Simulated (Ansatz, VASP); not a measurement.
# Ba2H3I in two plane-wave programs, part 2 of 2

One calculation is typed for both programs; each brings its own data sets. How far apart do they land? Of the first pair: The two relaxations start from unlike cells of this crystal (the structure described is Ansatz's start), so only their ends are compared.

VASP 6.6.1 and Ansatz 0.2.0.

So far: The structure; Ansatz: relaxation of cell and atoms, PBEsol.

## 3. VASP: relaxation of cell and atoms, PBEsol

Level of this step: PBEsol; plane waves and PAW (Ba_sv, H, I) (VASP).

Its own start cell and the same functional, mesh and smearing now go to VASP, with its own data sets.

Lines of VASP's logs that name or quote its potential files are left out, and so is its time.

Input file INCAR:

```
SYSTEM = Ba2H3I
PREC = Accurate
ENCUT = 500
EDIFF = 1E-07
NELM = 120
ISMEAR = 0
SIGMA = 0.02
LREAL = .FALSE.
ALGO = Normal
GGA = PS
NBANDS = 21
LORBIT = 11
LWAVE = .FALSE.
LCHARG = .FALSE.
ISIF = 3
IBRION = 2
NSW = 80
EDIFFG = -0.005
LASPH = .TRUE.
GGA_COMPAT = .FALSE.
NELMIN = 4
EFERMI = MIDGAP
KPAR = 2
```

Input file POSCAR:

```
Ba2H3I
1.0
    4.4525537092      0.0000000107      0.0000000000
   -2.2262773361      3.8560243920      0.0000000000
    0.0000000000      0.0000000000      7.9644769503
Ba H I
2 3 1
Direct
    0.6666668560      0.3333334182      0.6860533271
    0.3333334917      0.6666668364      0.3139466729
    0.6666668560      0.3333334182      0.3565006962
    0.3333334917      0.6666668364      0.6434993038
    0.0000000000      0.0000000000      0.5000000000
    0.0000000000      0.0000000000      0.0000000000
```

Input file KPOINTS:

```
Automatic mesh
0
Gamma
6 6 4
0 0 0
```

Potentials, in the order of the species: Ba_sv, H and I (PBE family, release 64).

Run with:

```console
mpirun -np 2 vasp_std
```

Numbers of over 12 decimals in the logs are rounded to 6 here.

Output:

```text
[banner, memory and clock lines left out]
running    2 mpi-ranks, on    1 nodes
 distrk:  each k-point on    1 cores,    2 groups
 distr:  one band on    1 cores,    1 groups

 POSCAR found type information on POSCAR BaH I
 POSCAR found :  3 types and       6 ions
|                                                                             |
|               ----> ADVICE to this user running VASP <----                  |
|                                                                             |
|     You enforced a specific xc type in the INCAR file but a different       |
|     [... a line on the potential file left out ...]
|     I HOPE YOU KNOW WHAT YOU ARE DOING!                                     |
|                                                                             |

 LDA part: xc-table for (Slater+PW92), standard interpolation
 POSCAR, INCAR and KPOINTS ok, starting setup
 FFT: planning ... GRIDC
 FFT: planning ... GRID_SOFT
 FFT: planning ... GRID
 WAVECAR not read
 entering main loop
       N       E                     dE             d eps       ncg     rms          rms(c)
DAV:   1     0.181702622499E+03    0.18170E+03   -0.12184E+04  1008   0.116E+03
DAV:   2    -0.974389557093E+01   -0.19145E+03   -0.18475E+03  1415   0.220E+02
DAV:   3    -0.226442135884E+02   -0.12900E+02   -0.12825E+02  1261   0.620E+01
DAV:   4    -0.230448737224E+02   -0.40066E+00   -0.40029E+00  1602   0.954E+00
DAV:   5    -0.230482023674E+02   -0.33286E-02   -0.33284E-02  1283   0.900E-01    0.757E+00
DAV:   6    -0.217023991283E+02    0.13458E+01   -0.13817E+00  1148   0.570E+00    0.416E+00
DAV:   7    -0.212497770359E+02    0.45262E+00   -0.19080E+00  1216   0.743E+00    0.930E-01
DAV:   8    -0.212688937481E+02   -0.19117E-01   -0.34773E-01  1193   0.260E+00    0.655E-01
DAV:   9    -0.212682685556E+02    0.62519E-03   -0.18753E-02  1402   0.695E-01    0.433E-01
DAV:  10    -0.212662564675E+02    0.20121E-02   -0.13385E-02  1219   0.588E-01    0.196E-01
DAV:  11    -0.212660803161E+02    0.17615E-03   -0.13388E-03  1290   0.188E-01    0.552E-02
DAV:  12    -0.212660860079E+02   -0.56918E-05   -0.17654E-04  1263   0.577E-02    0.355E-02
DAV:  13    -0.212660853672E+02    0.64067E-06   -0.10768E-05  1365   0.193E-02    0.199E-02
DAV:  14    -0.212660861470E+02   -0.77979E-06   -0.29123E-06  1336   0.966E-03    0.958E-03
DAV:  15    -0.212660860205E+02    0.12650E-06   -0.45670E-07  1108   0.360E-03    0.413E-03
DAV:  16    -0.212660861031E+02   -0.82565E-07   -0.22045E-07   976   0.204E-03
   1 F= -.21266086E+02 E0= -.21266086E+02  d E =-.212661E+02
 curvature:   0.00 expect dE= 0.000E+00 dE for cont linesearch  0.000E+00
 trial: gam= 0.00000 g(F)=  0.566E-06 g(S)=  0.921E-05 ort = 0.000E+00 (trialstep = 0.100E+01)
 search vector abs. value=  0.978E-05
 bond charge predicted
       N       E                     dE             d eps       ncg     rms          rms(c)
DAV:   1    -0.212661040019E+02   -0.17981E-04   -0.58291E-04  1108   0.138E-01    0.156E-02
DAV:   2    -0.212660967996E+02    0.72023E-05   -0.15579E-05  1368   0.229E-02    0.827E-03
DAV:   3    -0.212660935877E+02    0.32119E-05   -0.99164E-06  1199   0.186E-02    0.309E-03
DAV:   4    -0.212660938118E+02   -0.22405E-06   -0.52074E-07  1535   0.341E-03    0.233E-03
DAV:   5    -0.212660940910E+02   -0.27920E-06   -0.57112E-08   749   0.145E-03    0.713E-04
DAV:   6    -0.212660942030E+02   -0.11197E-06   -0.24760E-08   674   0.859E-04    0.320E-04
DAV:   7    -0.212660941765E+02    0.26420E-07   -0.45054E-09   639   0.391E-04
   2 F= -.21266094E+02 E0= -.21266094E+02  d E =-.807344E-05
 trial-energy change:   -0.000008  1 .order   -0.000008   -0.000010   -0.000006
 step:   2.9059(harm=  2.9059)  dis= 0.00034  next Energy=   -21.266100 (dE=-0.142E-04)
 reached required accuracy - stopping structural energy minimisation
```

Parts of OUTCAR (step 3):

```text
ion  position               nearest neighbor table
   1  0.667  0.333  0.686-   4 2.59   4 2.59   4 2.59   3 2.62   6 3.59   6 3.59   6 3.59   2 3.92
                             2 3.92   2 3.92
   2  0.333  0.667  0.314-   3 2.59   3 2.59   3 2.59   4 2.62   6 3.59   6 3.59   6 3.59   1 3.92
                             1 3.92   1 3.92
   3  0.667  0.333  0.357-   2 2.59   2 2.59   2 2.59   1 2.62
   4  0.333  0.667  0.643-   1 2.59   1 2.59   1 2.59   2 2.62
   5  0.000  0.000  0.500-
   6  0.000  0.000  0.000-   2 3.59   1 3.59   1 3.59   2 3.59   2 3.59   1 3.59

  LATTYP: Found a hexagonal cell.
 ALAT       =     4.4525537092
 C/A-ratio  =     1.7887435998

 Subroutine GETGRP returns: Found 12 space group operations
 (whereof 12 operations were pure point group operations)

The static configuration has the point symmetry D_3d.

 Found     24 irreducible k-points:

   k-points           NKPTS =     24   k-points in BZ     NKDIM =     24   number of bands    NBANDS=     21

   dimension x,y,z NGX =    32 NGY =   32 NGZ =   60
   dimension x,y,z NGXF=    64 NGYF=   64 NGZF=  120

   ENCUT  =  500.0 eV  36.75 Ry    6.06 a.u.   8.12  8.12 14.52*2*pi/ulx,y,z

   NELECT =      30.0000    total number of electrons

 k-points in reciprocal lattice and weights: Automatic mesh
   0.00000000  0.00000000  0.00000000       0.007
   0.16666667  0.00000000  0.00000000       0.042
   0.33333333  0.00000000  0.00000000       0.042
   0.50000000 -0.00000000  0.00000000       0.021
   0.16666667  0.16666667  0.00000000       0.042
   0.33333333  0.16666667  0.00000000       0.083
   0.33333333  0.33333333  0.00000000       0.014
   0.00000000  0.00000000  0.25000000       0.014
   0.16666667  0.00000000  0.25000000       0.042
[...]
0.33333333  0.16666667  0.50000000       0.083
   0.33333333  0.33333333  0.50000000       0.014

 average (electrostatic) potential at core
       1 -36.7283       2 -36.7283       3 -31.5114       4 -31.5114       5 -31.3683
       6 -93.7471

 E-fermi :   3.4941

 k-point     1 :       0.0000    0.0000    0.0000
  band No.  band energies     occupation
    ...
     11      -1.2004      2.00000
     12       0.0615      2.00000
     13       0.0615      2.00000
     14       0.2256      2.00000
     15       2.4854      2.00000
     16       4.9603      0.00000
     17       5.0668      0.00000
     18       5.0668      0.00000
     19       5.1891      0.00000
     20       5.1891      0.00000
    ...

 k-point     2 :       0.1667    0.0000    0.0000
  band No.  band energies     occupation
    ...
     11      -1.1175      2.00000
     12      -0.1841      2.00000
     13      -0.0449      2.00000
     14       0.1537      2.00000
     15       1.8008      2.00000
     16       5.2483      0.00000
     17       5.3375      0.00000
     18       5.4050      0.00000
     19       5.5731      0.00000
     20       6.0175      0.00000
    ...

 k-point     3 :       0.3333    0.0000    0.0000
  band No.  band energies     occupation
    ...
     11      -1.0088      2.00000
     12      -0.2458      2.00000
     13      -0.0285      2.00000
     14       0.3128      2.00000
     15       1.0115      2.00000
     16       5.3665      0.00000
     17       5.4670      0.00000
     18       5.6860      0.00000
     19       6.1996      0.00000
     20       6.5638      0.00000
    ...

  Total        0.0057357      0.0057357     -0.0199896     -0.0000000      0.0000000      0.0000000
  in kB        0.0672180      0.0672179     -0.2342617     -0.0000000      0.0000000      0.0000000
  external PRESSURE =      -0.0332753 kB  Pullay stress =       0.0000000 kB

  energy-cutoff  :      500.00
  volume of cell :      136.71
      direct lattice vectors                 reciprocal lattice vectors
     4.452676005  0.000000011 -0.000000000     0.224584047  0.129663696 -0.000000000
    -2.226338484  3.856130303  0.000000000    -0.000000001  0.259327336 -0.000000000
    -0.000000000  0.000000000  7.962331589     0.000000000 -0.000000000  0.125591353

 POSITION                                       TOTAL-FORCE (eV/Angst)
 -----------------------------------------------------------------------------------
      2.22634      1.28538      5.46260        -0.000000     -0.000000      0.001183
      0.00000      2.57075      2.49973         0.000000     -0.000000     -0.001183
      2.22634      1.28538      2.83846         0.000000     -0.000000     -0.002921
      0.00000      2.57075      5.12387         0.000000      0.000000      0.002921
      2.22634      3.85613      3.98117         0.000000     -0.000000      0.000000
      2.22634      3.85613      0.00000         0.000000     -0.000000      0.000000
 -----------------------------------------------------------------------------------
    total drift:                               -0.000586     -0.000586     -0.000000

  FREE ENERGIE OF THE ION-ELECTRON SYSTEM (eV)
  ---------------------------------------------------
  free  energy   TOTEN  =       -21.2660941765 eV

  energy  without entropy=      -21.2660941765  energy(sigma->0) =      -21.26609418

 reached required accuracy - stopping structural energy minimisation

 total charge
# of ion       s       p       d       tot
------------------------------------------
    1        2.008   5.591   0.310   7.909
    2        2.008   5.591   0.310   7.909
    3        0.520   0.002   0.000   0.522
    4        0.520   0.002   0.000   0.522
    5        0.475   0.001   0.000   0.476
    6        1.495   2.837   0.006   4.337
--------------------------------------------------
tot          7.025  14.024   0.625  21.674

[... 3 further parts left out ...]
```

CONTCAR:

```
Ba2H3I
   1.00000000000000
     4.4526760050895886    0.0000000106853167   -0.0000000000000000
    -2.2263384840709897    3.8561303033358376    0.0000000000000000
    -0.0000000000000000    0.0000000000000000    7.9623315888356734
  Ba              H               I
     2     3     1
Direct
     0.6666668559999991    0.3333334181999987    0.6860552968448137
     0.3333334917000030    0.6666668363999975    0.3139447031551863
     0.6666668559999991    0.3333334181999987    0.3564861573528555
     0.3333334917000030    0.6666668363999975    0.6435138426471444
     1.0000000000000000    1.0000000000000000    0.5000000000000000
     1.0000000000000000    1.0000000000000000    0.0000000000000000
```

Harder data sets than Ba_sv exist (the GW ones), and pressures, volumes and forces can shift noticeably with them.

## 4. Comparison

Known differences besides the potentials themselves: the cutoff is 979.61 eV in Ansatz and 500 eV in VASP; Ansatz adds a Pulay correction to the stress that steers its cell, VASP none. Total energies have different zeros and are not compared.

The two programs side by side:

```tsv
quantity	Ansatz	VASP	difference
volume (Å³)	134.49	136.71	-1.63 %
edge a after relaxation, in the typed setting (Å)	4.429	4.453	-0.53 %
edge c after relaxation, in the typed setting (Å)	7.917	7.962	-0.58 %
```

## 5. Ansatz: zone-centre phonons, PBEsol

Second derivatives magnify differences that forces hide, and they need a tight electronic threshold.

The cell is taken from a series of runs on this material, whose earlier steps may have relaxed, scaled, displaced or heated it; both programs get it as it stands.

Input file input.yaml:

```yaml
crystal:
  lattice:
    - [4.4292471833, 0.0, 0.0]
    - [-2.2146235917, 3.8358405804, 0.0]
    - [0.0, 0.0, 7.9148717423]
  atoms:
    - { symbol: Ba, position: [0.6666666667, 0.3333333333, 0.6855189978] }
    - { symbol: Ba, position: [0.3333333333, 0.6666666667, 0.3144810022] }
    - { symbol: H, position: [0.6666666667, 0.3333333333, 0.3562193981] }
    - { symbol: H, position: [0.3333333333, 0.6666666667, 0.6437806019] }
    - { symbol: H, position: [0.0, 0.0, 0.5] }
    - { symbol: I, position: [0.0, 0.0, 0.0] }
kpoints:
  mp_grid: { grid: [6, 6, 4] }
hamiltonian:
  xc: pbesol
  pseudopotentials: { kind: nc, accuracy: standard }
scf:
  occupations: { method: fixed }
output:
  eigenvalues: true
phonons:
  method: dfpt
```

Run with:

```console
ansatz run input.yaml --threads 4 --pin off --max-ram 7168MiB --backend cpu --events-out ev --progress --plain --runs-dir out
```

Output:

```text
[...]
Crystal: 6 atoms, lattice volume = 134.473 Å³
Basis set: ecut = 979.609905 eV, 9353 PW (Γ), exchange–correlation on 96×96×162 points (8 copies of the dense FFT grid, shifted against one another)
Bands: 21, of which v1, the nominal top of the filled ones, is band 15 counted from 1 (14 counted from 0)
Symmetry: 12 space group operations
k-points: 47 of 144 (irreducible under 2 space group operations, time reversal used)
[...]
ASR residual: 1.577e-4 → 0.000e0 eV/Å²; symmetrization residual: 3.592e-7 eV/Å²
  ASR residual per site (eV/Å²): 1.58e-4 1.58e-4 1.92e-5 1.92e-5 3.01e-5 9.65e-5
  Γ frequencies (cm⁻¹): 0.00 0.00 0.00 68.30 68.30 69.88 69.88 94.34 125.87 460.13 460.13 576.68 709.29 740.42 849.10 849.10 868.67 868.67
  non-analytic LO–TO correction: not included (Born effective charges unavailable; polar crystals: no LO–TO splitting at Γ)
[key lines of the parts left out:]
SCF converged after 10 iterations
Free energy (F): -1928.856350 eV
Fermi energy:    6.620540 eV
```

## 6. VASP: zone-centre phonons, PBEsol

The same cell, functional and mesh now go to VASP, with its own data sets.

Input file INCAR:

```
SYSTEM = Ba2H3I
PREC = Accurate
ENCUT = 500
EDIFF = 1E-08
NELM = 120
ISMEAR = 0
SIGMA = 0.01
LREAL = .FALSE.
ALGO = Normal
GGA = PS
NBANDS = 21
LORBIT = 11
LWAVE = .FALSE.
LCHARG = .FALSE.
ISIF = 2
IBRION = 8
LASPH = .TRUE.
GGA_COMPAT = .FALSE.
EFERMI = MIDGAP
KPAR = 2
```

Input file POSCAR:

```
Ba2H3I
1.0
    4.4292471833      0.0000000000      0.0000000000
   -2.2146235917      3.8358405804      0.0000000000
    0.0000000000      0.0000000000      7.9148717423
Ba H I
2 3 1
Direct
    0.6666666667      0.3333333333      0.6855189978
    0.3333333333      0.6666666667      0.3144810022
    0.6666666667      0.3333333333      0.3562193981
    0.3333333333      0.6666666667      0.6437806019
    0.0000000000      0.0000000000      0.5000000000
    0.0000000000      0.0000000000      0.0000000000
```

KPOINTS is that of step 3.

Run with:

```console
mpirun -np 2 vasp_std
```

Output:

```text
[banner, memory and clock lines left out]
running    2 mpi-ranks, on    1 nodes
[...]
[... a notice as in an earlier step ...]

 LDA part: xc-table for (Slater+PW92), standard interpolation
 POSCAR, INCAR and KPOINTS ok, starting setup
[...]
entering main loop
       N       E                     dE             d eps       ncg     rms          rms(c)
DAV:   1     0.180355433323E+03    0.18036E+03   -0.12311E+04  1008   0.116E+03
DAV:   2    -0.101255565118E+02   -0.19048E+03   -0.18358E+03  1431   0.222E+02
DAV:   3    -0.226679131448E+02   -0.12542E+02   -0.12463E+02  1297   0.608E+01
DAV:   4    -0.230786255908E+02   -0.41071E+00   -0.41031E+00  1586   0.965E+00
[...]
DAV:  17    -0.212613357218E+02    0.11888E-07   -0.50340E-08  1256   0.990E-04    0.351E-04
DAV:  18    -0.212613357086E+02    0.13244E-07   -0.31747E-09   764   0.332E-04    0.951E-05
DAV:  19    -0.212613357064E+02    0.21737E-08   -0.41798E-10   749   0.127E-04
   1 F= -.21261336E+02 E0= -.21261336E+02  d E =0.000000E+00
[...]
RMM:  11    -0.827658247150E-01    0.32100E-07   -0.20807E-07  4697   0.831E-05    0.142E-05
RMM:  12    -0.827658507350E-01   -0.26020E-07    0.95454E-08  4726   0.737E-05    0.123E-06
RMM:  13    -0.827658449963E-01    0.57387E-08   -0.76184E-08  3992   0.706E-05    0.466E-07
 first order change of Fermi-energy   0.21487E-05
 force on displaced ion       6 direction 1 :  -1.593   0.000   0.000
 Linear response progress:
  Degree of freedom:   8/  8
       N       E                     dE             d eps       ncg     rms          rms(c)
RMM:   1    -0.102490510837E+00   -0.10249E+00    0.49427E-02  2330   0.857E-01
RMM:   2    -0.101635108361E+00    0.85540E-03   -0.20450E-03  1829   0.188E-01    0.631E-02
RMM:   3    -0.101813879624E+00   -0.17877E-03   -0.31606E-04  1952   0.581E-02    0.359E-02
RMM:   4    -0.102005487418E+00   -0.19161E-03   -0.11705E-04  2034   0.322E-02    0.862E-03
[...]
RMM:  15    -0.101995730498E+00    0.33303E-08    0.13147E-07  1698   0.473E-05    0.219E-07
RMM:  16    -0.101995731500E+00   -0.10024E-08    0.12773E-07  1467   0.472E-05    0.116E-07
RMM:  17    -0.101995731689E+00   -0.18865E-09    0.13170E-07  1401   0.471E-05    0.490E-08
 first order change of Fermi-energy   0.21501E-04
 force on displaced ion       6 direction 3 :  -0.000  -0.000  -3.181
 Linear response finished
```

From OUTCAR (step 6):

```text
  Total        0.4630279      0.4630279      0.4809817     -0.0000000      0.0000000      0.0000000
  in kB        5.5167508      5.5167508      5.7306616     -0.0000000      0.0000000      0.0000000
  external PRESSURE =       5.5880544 kB  Pullay stress =       0.0000000 kB

[... 1 part as in an earlier step ...]

[... 1 further part left out ...]
```

## 7. Differences

What differs besides the data sets and the points named for the pairs above, as far as they apply: fixed occupations in Ansatz, narrow Gaussian smearing in VASP. Total energies have different zeros and are not compared.

Both answers:

```tsv
quantity	Ansatz	VASP	difference
optical mode 1 to 2 (cm⁻¹)	68.3	70.4	-2.97 %
optical mode 3 to 4 (cm⁻¹)	69.9	71.3	-1.93 %
optical mode 5 (cm⁻¹)	94.3	97.5	-3.23 %
optical mode 6 (cm⁻¹)	125.9	128.4	-2.00 %
optical mode 7 to 8 (cm⁻¹)	460.1	470.4	-2.17 %
optical mode 9 (cm⁻¹)	576.7	589.7	-2.21 %
optical mode 10 (cm⁻¹)	709.3	722.6	-1.85 %
optical mode 11 (cm⁻¹)	740.4	754.5	-1.87 %
optical mode 12 to 13 (cm⁻¹)	849.1	871.6	-2.58 %
optical mode 14 to 15 (cm⁻¹)	868.7	893.0	-2.73 %
```

Modes are paired by rising frequency, not by their patterns, so a pair may set unlike modes beside each other; they are those without the splitting of longitudinal modes.

## 8. Summary of results

```
difference in volume (relaxation of cell and atoms, PBEsol)                                                          : -1.6 %
r.m.s. difference of the optical zone-centre modes, each program's sorted by frequency (zone-centre phonons, PBEsol) : 14 cm⁻¹
difference in optical mode 5 (zone-centre phonons, PBEsol)                                                           : -3.2 %
```

**Reading.** The difference in volume is -1.6 % (relaxation of cell and atoms, PBEsol), beyond the 1.2 % picked in this series as the mark of a large difference, as far as the stopping tolerances let one tell. What causes the difference of the relaxation of cell and atoms, PBEsol pair stays open here. Among the rows given in per cent, the largest difference of the zone-centre phonons, PBEsol pair is in optical mode 5, -3.2 %. 1 further run of this series is not shown here. How closely two codes agree says nothing of how well the functional describes the real material.

[Lines on the potential files, build, host, timing and source positions are cut from VASP's logs without a mark.]

[Logs are printed without paths, hosts, clocks, repeated set-up lines and the standing remarks that a program may print on its own settings, such as how far it seeks lower states.]

[Hosts, paths, dates, database ids (printed as entryN), source tags and the programs' standing remarks are cut or masked in the printed files.]
